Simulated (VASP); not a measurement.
A run of VASP 6.6.1:

Contents of INCAR:

```
PREC     = Accurate       # precision mode
ENCUT    = 520            # plane-wave cutoff, eV
EDIFF    = 1E-6           # SCF threshold, eV
ISMEAR   = 0              # smearing method
SIGMA    = 0.1            # smearing width, eV
LREAL    = F              # projectors in reciprocal space
LASPH    = T              # aspherical terms in the spheres
NELM     = 100            # most SCF steps
ALGO     = Fast           # electronic algorithm
ISIF     = 2              # what is computed and relaxed
LWAVE    = F              # write WAVECAR
LCHARG   = F              # write CHGCAR
GGA      = PE             # functional
NBANDS   = 27             # bands
```

File KPOINTS:

```
regular mesh
0
Gamma
  6 6 6
```

POSCAR

```
MgIn2N2
1.0
    1.6701479908      0.9642603921      7.7724938132
   -1.6701479908      0.9642603921      7.7724938132
    0.0000000000     -1.9285207842      7.7724938132
Mg In N
1 2 2
Direct
    0.0000000000      0.0000000000      0.0000000000
    0.4390066700      0.4390066700      0.4390066700
    0.5609933300      0.5609933300      0.5609933300
    0.2772766700      0.2772766700      0.2772766700
    0.7227233300      0.7227233300      0.7227233300
```

Potentials or basis: VASP PAW PBE potentials, release 64 (Mg, In_d, N).

The run is started by

```bash
$ cat potpaw_PBE.64/Mg/POTCAR potpaw_PBE.64/In_d/POTCAR potpaw_PBE.64/N/POTCAR > POTCAR
$ mpirun -np 1 vasp_std > vasp.out
```

Hardware: 1 thread of Intel(R) Xeon(R) Platinum 8488C (Sapphire Rapids), with other jobs on the host.

How long does it take, and how much memory?

Wall time 5.1 min on 1 thread of Intel(R) Xeon(R) Platinum 8488C (Sapphire Rapids), with other jobs on the host, peak memory 0.49 GiB. Counts: scf iterations 16, k points 32.
